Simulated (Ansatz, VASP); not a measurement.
**Two plane-wave programs on La2Zr3O**

```
La Zr O
1.0
     5.45397    0.00000    0.00000
    -2.72699    4.72328    0.00000
     0.00000    0.00000    6.23099
La Zr O
2 3 1
Direct
  0.33333 0.66667 0.50000
  0.66667 0.33333 0.50000
  0.50000 0.00000 0.00000
  0.00000 0.50000 0.00000
  0.50000 0.50000 0.00000
  0.00000 0.00000 0.00000
```

Alike in both runs: functional PBE; k mesh 6 × 6 × 4; occupations gaussian, width 0.1 eV; no spin polarisation.

Ansatz relaxed the structure, and its values are those at the end. VASP's run is a single point on that final structure, the one shown.

|  | VASP | Ansatz |
| --- | --- | --- |
| version | VASP 6.6.1 | Ansatz 0.2.0 |
| potentials or method | VASP PAW PBE potentials, release 64 (La, Zr_sv, O) | scalar-relativistic, plane waves, PAW |
| plane-wave cutoff (eV) | 520 | 420 |
| valence electrons in the cell | 64 | 64 |

|  | VASP | Ansatz | Ansatz less VASP |
| --- | --- | --- | --- |
| gap on the k mesh at the Fermi level (eV) | none | none | - |
| pressure (GPa) | 0.1 | 0.0 | -0.02 |

A gap of «none» marks a metal or a gap that the smearing closes.

Spin-orbit coupling is left out, which matters for the levels of La.
